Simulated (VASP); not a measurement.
# Calcium: convergence with the smearing and SCF solver

Aim: find what the smearing and SCF solver change for Calcium, and what they cost. The series runs use r2SCAN. The smearing tried: ISMEAR = -1, SIGMA = 0.01; ISMEAR = -1, SIGMA = 0.05; ISMEAR = -1, SIGMA = 0.1; ISMEAR = -1, SIGMA = 0.2; ISMEAR = -1, SIGMA = 0.5; ISMEAR = 2, SIGMA = 0.01; ISMEAR = 2, SIGMA = 0.05; ISMEAR = 2, SIGMA = 0.1; ISMEAR = 2, SIGMA = 0.2; ISMEAR = 2, SIGMA = 0.5; ISMEAR = -5. The SCF solver tried: ALGO = Normal; ALGO = Fast; ALGO = VeryFast; ALGO = All; ALGO = Damped; AMIX = 0.1, BMIX = 0.01; AMIX = 0.8; IMIX = 1, AMIX = 0.2. The start is a cell from a database of measured crystal structures.

Main program and level: VASP 6.6.1; r2SCAN; plane waves and PAW (Ca_sv).

This is a report of a sequence of runs, with most program output left out.

## (1) Starting point

It takes space group Fm-3m (No. 225, cubic). The conventional cell has a = 5.588 Å, b = 5.588 Å, c = 5.588 Å, α = 90.00°, β = 90.00°, γ = 90.00°. Nearest to Ca lie 12 Ca at 3.95 Å.

As a file:

```xyz
1
Lattice="0.0000 2.7942 2.7942 2.7942 0.0000 2.7942 2.7942 2.7942 0.0000" Properties=species:S:1:pos:R:3 pbc="T T T"
Ca    0.0000    0.0000    0.0000
```

## (2) Smearing: ISMEAR = -1, SIGMA = 0.01

Smearing steadies the sum over the Fermi surface at the price of an entropy term. r2SCAN adds the kinetic-energy density, costs more than a GGA and is run with LASPH.

The input, INCAR:

```
SYSTEM = Ca
PREC = Accurate
ENCUT = 400
EDIFF = 1E-06
NELM = 100
ISMEAR = -1
SIGMA = 0.01
LREAL = .FALSE.
ALGO = Normal
METAGGA = R2SCAN
LASPH = .TRUE.
NBANDS = 11
LORBIT = 11
LWAVE = .FALSE.
LCHARG = .FALSE.
KPAR = 2
ISIF = 2
```

The input, POSCAR:

```
Ca
1.0
    0.0000000000      2.7942000000      2.7942000000
    2.7942000000      0.0000000000      2.7942000000
    2.7942000000      2.7942000000      0.0000000000
Ca
1
Direct
    0.0000000000      0.0000000000      0.0000000000
```

The input, KPOINTS:

```
Automatic mesh
0
Gamma
7 7 7
0 0 0
```

The projector-augmented-wave data sets are Ca_sv (PBE family, release 64).

Run with:

```sh
mpirun -np 2 vasp_std
```

Elapsed: 50 s, on 2 MPI ranks of AMD EPYC 7R43, shared host; peak memory 0.24 GiB.

The k-mesh is coarse for a metal. The PAW data sets were made with PBE, which is usual practice but a small mismatch for other functionals.

Numbers from this step:

| Property | Result |
| --- | --- |
| SCF cycles | 14 |
| electrons | 10 |
| bands | 11 |
| irreducible k-points | 20 |
| symmetry operations | 48 |
| free energy (TOTEN) | -7.041 eV |
| Fermi energy | 1.866 eV |
| pressure | -0.1002 GPa |
| metallic | yes |

The series starts at -7.0407 eV an atom and -0.10 GPa, after 14 cycles in 50 s. The entropy term T·S comes to 0.00 meV an atom in size.

## (3) Smearing: ISMEAR = -1, SIGMA = 0.05

Changes to INCAR since step 2:

```diff
@@ -6,3 +6,3 @@
 ISMEAR = -1
-SIGMA = 0.01
+SIGMA = 0.05
 LREAL = .FALSE.
```

POSCAR is that of step 2.

KPOINTS is that of step 2.

Run with:

```sh
mpirun -np 2 vasp_std
```

Wall time 55 s (2 MPI ranks); peak memory 0.23 GiB; 1.8 min of CPU time.

Against the run before the energy at zero width moves by +1.46 meV an atom and the pressure by -0.04 GPa, after 17 cycles in 55 s. The entropy term T·S comes to 6.35 meV an atom in size.

## (4) Smearing: ISMEAR = -1, SIGMA = 0.1

Changes to INCAR since step 3:

```diff
@@ -6,3 +6,3 @@
 ISMEAR = -1
-SIGMA = 0.05
+SIGMA = 0.1
 LREAL = .FALSE.
```

POSCAR is that of step 3.

KPOINTS is that of step 3.

Run with:

```sh
mpirun -np 2 vasp_std
```

Wall time 52 s (2 MPI ranks); peak memory 0.23 GiB; 1.7 min of CPU time.

Against the run before the energy at zero width moves by +1.69 meV an atom and the pressure by -0.01 GPa, after 16 cycles in 52 s. The entropy term T·S comes to 33.61 meV an atom in size.

## (5) Smearing: ISMEAR = -1, SIGMA = 0.2

Changes to INCAR since step 4:

```diff
@@ -6,3 +6,3 @@
 ISMEAR = -1
-SIGMA = 0.1
+SIGMA = 0.2
 LREAL = .FALSE.
```

POSCAR is that of step 4.

KPOINTS is that of step 4.

Run with:

```sh
mpirun -np 2 vasp_std
```

Elapsed: 49 s, on 2 MPI ranks; peak memory 0.24 GiB; 95 s of CPU time.

Against the run before the energy at zero width moves by +1.55 meV an atom and the pressure by +0.05 GPa, after 15 cycles in 49 s. The entropy term T·S comes to 139.00 meV an atom in size.

## (6) Smearing: ISMEAR = -1, SIGMA = 0.5

Changes to INCAR since step 5:

```diff
@@ -6,3 +6,3 @@
 ISMEAR = -1
-SIGMA = 0.2
+SIGMA = 0.5
 LREAL = .FALSE.
```

POSCAR is that of step 5.

KPOINTS is that of step 5.

Run with:

```sh
mpirun -np 2 vasp_std
```

The job ended after 51 s (2 MPI ranks; peak memory 0.24 GiB).

Against the run before the energy at zero width moves by -5.95 meV an atom and the pressure by +0.33 GPa, after 16 cycles in 51 s. The entropy term T·S comes to 872.86 meV an atom in size.

## (7) Smearing: ISMEAR = 2, SIGMA = 0.01

Changes to INCAR since step 6:

```diff
@@ -5,4 +5,4 @@
 NELM = 100
-ISMEAR = -1
-SIGMA = 0.5
+ISMEAR = 2
+SIGMA = 0.01
 LREAL = .FALSE.
```

POSCAR is that of step 6.

KPOINTS is that of step 6.

Run with:

```sh
mpirun -np 2 vasp_std
```

It took 44 s on 2 MPI ranks; peak memory 0.24 GiB.

Against the first of the series the energy at zero width stays within 0.01 meV an atom and the pressure within 0.01 GPa, after 14 cycles in 44 s. The entropy term T·S comes to 0.00 meV an atom in size.

## (8) Smearing: ISMEAR = 2, SIGMA = 0.05

Changes to INCAR since step 7:

```diff
@@ -6,3 +6,3 @@
 ISMEAR = 2
-SIGMA = 0.01
+SIGMA = 0.05
 LREAL = .FALSE.
```

POSCAR is that of step 7.

KPOINTS is that of step 7.

Run with:

```sh
mpirun -np 2 vasp_std
```

Elapsed: 44 s, on 2 MPI ranks; peak memory 0.24 GiB.

Against the run before the energy at zero width moves by +0.14 meV an atom and the pressure by -0.01 GPa, after 14 cycles in 44 s. The entropy term T·S comes to 0.41 meV an atom in size.

## (9) Smearing: ISMEAR = 2, SIGMA = 0.1

Changes to INCAR since step 8:

```diff
@@ -6,3 +6,3 @@
 ISMEAR = 2
-SIGMA = 0.05
+SIGMA = 0.1
 LREAL = .FALSE.
```

POSCAR is that of step 8.

KPOINTS is that of step 8.

Run with:

```sh
mpirun -np 2 vasp_std
```

Run time: 50 s. Hardware: 2 MPI ranks; peak memory 0.24 GiB.

Against the run before the energy at zero width moves by +0.35 meV an atom and the pressure by -0.04 GPa, after 15 cycles in 50 s. The entropy term T·S comes to 0.78 meV an atom in size.

## (10) Smearing: ISMEAR = 2, SIGMA = 0.2

Changes to INCAR since step 9:

```diff
@@ -6,3 +6,3 @@
 ISMEAR = 2
-SIGMA = 0.1
+SIGMA = 0.2
 LREAL = .FALSE.
```

POSCAR is that of step 9.

KPOINTS is that of step 9.

Run with:

```sh
mpirun -np 2 vasp_std
```

Elapsed: 45 s, on 2 MPI ranks; peak memory 0.23 GiB.

Against the run before the energy at zero width moves by +1.08 meV an atom and the pressure by +0.01 GPa, after 17 cycles in 45 s. The entropy term T·S comes to 5.43 meV an atom in size.

## (11) Smearing: ISMEAR = 2, SIGMA = 0.5

Changes to INCAR since step 10:

```diff
@@ -6,3 +6,3 @@
 ISMEAR = 2
-SIGMA = 0.2
+SIGMA = 0.5
 LREAL = .FALSE.
```

POSCAR is that of step 10.

KPOINTS is that of step 10.

Run with:

```sh
mpirun -np 2 vasp_std
```

Elapsed: 52 s, on 2 MPI ranks; peak memory 0.24 GiB; 1.7 min of CPU time.

Against the run before the energy at zero width moves by +0.02 meV an atom and the pressure by -0.04 GPa, after 16 cycles in 52 s. The entropy term T·S comes to 1.66 meV an atom in size.

## (12) Smearing: ISMEAR = -5

Changes to INCAR since step 11:

```diff
@@ -5,4 +5,4 @@
 NELM = 100
-ISMEAR = 2
-SIGMA = 0.5
+ISMEAR = -5
+SIGMA = 0.05
 LREAL = .FALSE.
```

POSCAR is that of step 11.

KPOINTS is that of step 11.

Run with:

```sh
mpirun -np 2 vasp_std
```

Elapsed: 51 s, on 2 MPI ranks; peak memory 0.23 GiB.

With tetrahedra the forces and stress of a metal are not exact derivatives of the energy.

Against the first of the series the energy at zero width moves by +7.82 meV an atom and the pressure by -0.29 GPa, after 15 cycles in 51 s.

## (13) The smearing series as a table

This step: convergence of r2SCAN results with the smearing; plane waves and PAW (VASP 6.6.1).

No new run; the numbers come from the runs before.

One cell and one 7×7×7 mesh. Free energy against width, by row:

```csv
Fermi-Dirac width σ (eV),free energy less that at the narrowest width (meV/atom)
0.01,0
0.05,-1.71
0.1,-13.65
0.2,-64.8
0.5,-437.7
```

Differences are taken from the run with ISMEAR = -1, SIGMA = 0.01. Results of the series, by row:

```csv
setting,status,energy less the reference (meV/atom),pressure (GPa),SCF cycles,wall time (s)
"ISMEAR = -1, SIGMA = 0.01",converged,0,-0.1002,14,50
"ISMEAR = -1, SIGMA = 0.05",converged,1.464,-0.1388,17,55
"ISMEAR = -1, SIGMA = 0.1",converged,3.155,-0.1475,16,52
"ISMEAR = -1, SIGMA = 0.2",converged,4.7,-0.09505,15,49
"ISMEAR = -1, SIGMA = 0.5",converged,-1.247,0.2335,16,51
"ISMEAR = 2, SIGMA = 0.01",converged,-6.00e-5,-0.1009,14,44
"ISMEAR = 2, SIGMA = 0.05",converged,0.1422,-0.1094,14,44
"ISMEAR = 2, SIGMA = 0.1",converged,0.4927,-0.1487,15,50
"ISMEAR = 2, SIGMA = 0.2",converged,1.577,-0.1378,17,45
"ISMEAR = 2, SIGMA = 0.5",converged,1.598,-0.1769,16,52
ISMEAR = -5,converged,7.821,-0.3864,15,51
```

## (14) SCF solver: ALGO = Normal

This step: r2SCAN; plane waves and PAW (Ca_sv) (VASP 6.6.1).

All solvers should reach one answer; they differ in cycles and robustness.

Changes to INCAR since step 12:

```diff
@@ -5,3 +5,3 @@
 NELM = 100
-ISMEAR = -5
+ISMEAR = -1
 SIGMA = 0.05
```

POSCAR is that of step 12.

KPOINTS is that of step 12.

Run with:

```sh
mpirun -np 2 vasp_std
```

The job ended after 55 s (2 MPI ranks; peak memory 0.23 GiB; 1.8 min of CPU time).

Numbers from this step:

```
SCF cycles          : 17
free energy (TOTEN) : -7.042 eV
Fermi energy        : 1.875 eV
pressure            : -0.1388 GPa
```

The series starts at -7.0392 eV an atom and -0.14 GPa, after 17 cycles in 55 s.

## (15) SCF solver: ALGO = Fast

Changes to INCAR since step 14:

```diff
@@ -8,3 +8,3 @@
 LREAL = .FALSE.
-ALGO = Normal
+ALGO = Fast
 METAGGA = R2SCAN
```

POSCAR is that of step 14.

KPOINTS is that of step 14.

Run with:

```sh
mpirun -np 2 vasp_std
```

The job ended after 2 min (2 MPI ranks; peak memory 0.23 GiB).

Against the first of the series the energy stays within 0.01 meV an atom; the pressure moves by -0.01 GPa, after 27 cycles in 2 min.

## (16) SCF solver: ALGO = VeryFast

Changes to INCAR since step 15:

```diff
@@ -8,3 +8,3 @@
 LREAL = .FALSE.
-ALGO = Fast
+ALGO = VeryFast
 METAGGA = R2SCAN
```

POSCAR is that of step 15.

KPOINTS is that of step 15.

Run with:

```sh
mpirun -np 2 vasp_std
```

Wall time 3 min (2 MPI ranks); peak memory 0.23 GiB.

Against the first of the series the energy stays within 0.01 meV an atom and the pressure within 0.01 GPa, after 55 cycles in 3 min.

## (17) SCF solver: ALGO = All

Changes to INCAR since step 16:

```diff
@@ -8,3 +8,3 @@
 LREAL = .FALSE.
-ALGO = VeryFast
+ALGO = All
 METAGGA = R2SCAN
```

POSCAR is that of step 16.

KPOINTS is that of step 16.

Run with:

```sh
mpirun -np 2 vasp_std
```

It took 55 s on 2 MPI ranks; peak memory 0.23 GiB.

Against the first of the series the energy stays within 0.01 meV an atom; the pressure moves by +0.01 GPa, after 19 cycles in 55 s.

## (18) SCF solver: ALGO = Damped

Changes to INCAR since step 17:

```diff
@@ -8,3 +8,3 @@
 LREAL = .FALSE.
-ALGO = All
+ALGO = Damped
 METAGGA = R2SCAN
```

POSCAR is that of step 17.

KPOINTS is that of step 17.

Run with:

```sh
mpirun -np 2 vasp_std
```

It took 3.3 min on 2 MPI ranks; peak memory 0.23 GiB.

Against the first of the series the energy moves by +0.02 meV an atom and the pressure by +0.02 GPa, after 97 cycles in 3.3 min.

## (19) SCF solver: AMIX = 0.1, BMIX = 0.01

Changes to INCAR since step 18:

```diff
@@ -8,3 +8,3 @@
 LREAL = .FALSE.
-ALGO = Damped
+ALGO = Normal
 METAGGA = R2SCAN
@@ -17 +17,3 @@
 ISIF = 2
+AMIX = 0.1
+BMIX = 0.01
```

POSCAR is that of step 18.

KPOINTS is that of step 18.

Run with:

```sh
mpirun -np 2 vasp_std
```

The job ended after 47 s (2 MPI ranks; peak memory 0.24 GiB).

Against the first of the series the energy stays within 0.01 meV an atom; the pressure moves by +0.03 GPa, after 18 cycles in 47 s.

## (20) SCF solver: AMIX = 0.8

Changes to INCAR since step 19:

```diff
@@ -17,3 +17,2 @@
 ISIF = 2
-AMIX = 0.1
-BMIX = 0.01
+AMIX = 0.8
```

POSCAR is that of step 19.

KPOINTS is that of step 19.

Run with:

```sh
mpirun -np 2 vasp_std
```

Elapsed: 31 s, on 2 MPI ranks; peak memory 0.23 GiB; 60 s of CPU time.

Against the first of the series the energy stays within 0.01 meV an atom; the pressure moves by +0.01 GPa, after 15 cycles in 31 s.

## (21) SCF solver: IMIX = 1, AMIX = 0.2

Changes to INCAR since step 20:

```diff
@@ -17,2 +17,3 @@
 ISIF = 2
-AMIX = 0.8
+IMIX = 1
+AMIX = 0.2
```

POSCAR is that of step 20.

KPOINTS is that of step 20.

Run with:

```sh
mpirun -np 2 vasp_std
```

The job ended after 75 s (2 MPI ranks; peak memory 0.23 GiB; 2.5 min of CPU time).

Against the first of the series the energy moves by -0.01 meV an atom and the pressure by +0.05 GPa, after 26 cycles in 75 s.

## (22) The SCF solver series as a table

This step: convergence of r2SCAN results with the solver; plane waves and PAW (VASP 6.6.1).

Derived from the runs above.

Differences are taken from the run with ALGO = Normal. Results of the series, by row:

```csv
setting,status,energy less the reference (meV/atom),pressure (GPa),SCF cycles,wall time (s)
ALGO = Normal,converged,0,-0.1388,17,55
ALGO = Fast,converged,-6.60e-4,-0.149,27,118
ALGO = VeryFast,converged,7.30e-4,-0.1351,55,180
ALGO = All,converged,-3.60e-4,-0.1306,19,55
ALGO = Damped,converged,0.02334,-0.1218,97,196
"AMIX = 0.1, BMIX = 0.01",converged,4.70e-4,-0.1109,18,47
AMIX = 0.8,converged,-0.00103,-0.1299,15,31
"IMIX = 1, AMIX = 0.2",converged,-0.01327,-0.08487,26,75
```

## (23) What came out

| Property | Result |
| --- | --- |
| spread of the pressure over the smearing | 0.620 GPa |
| spread of the energy over the smearing | 9.07 meV/atom |
| fewest SCF cycles | AMIX = 0.8 (15) |
| most SCF cycles among converged runs | ALGO = Damped (97) |
| spread of the pressure over the SCF solver | 0.0641 GPa |
| spread of the energy over the SCF solver | 0.0366 meV/atom |

What this shows: The usual rule keeps the entropy term T·S under 1 meV an atom, which holds up to a width of 0.01 eV for Fermi-Dirac and 0.1 eV for second-order Methfessel-Paxton. That rule is made for Methfessel-Paxton; with the other schemes the zero-width estimate is the energy to use. Farthest in energy from the narrowest smearing lies ISMEAR = -5 (+7.8 meV an atom, -0.29 GPa). On a fixed mesh a narrow width is not the exact answer for a metal: it samples the Fermi surface more noisily. All SCF solvers that converged agree within 0.05 meV an atom. The fastest converged run is AMIX = 0.8, at 31 s against 55 s; on a shared host such times are rough. Yet the pressure of IMIX = 1, AMIX = 0.2 is +0.05 GPa off: EDIFF tests the energy, which is second order in the error of the density, while the stress is first order. Forces vanish by symmetry in this cell, so the series can't test them.

[Lines on the potential files, build, host, timing and source positions are cut from VASP's logs without a mark.]

[Logs are printed without paths, hosts, clocks, repeated set-up lines and the standing remarks that a program may print on its own settings, such as how far it seeks lower states.]

[Hosts, paths, dates, database ids (printed as entryN), source tags and the programs' standing remarks are cut or masked in the printed files.]

[A measured line is paired with the nearest computed mode of its activity, which favours agreement.]
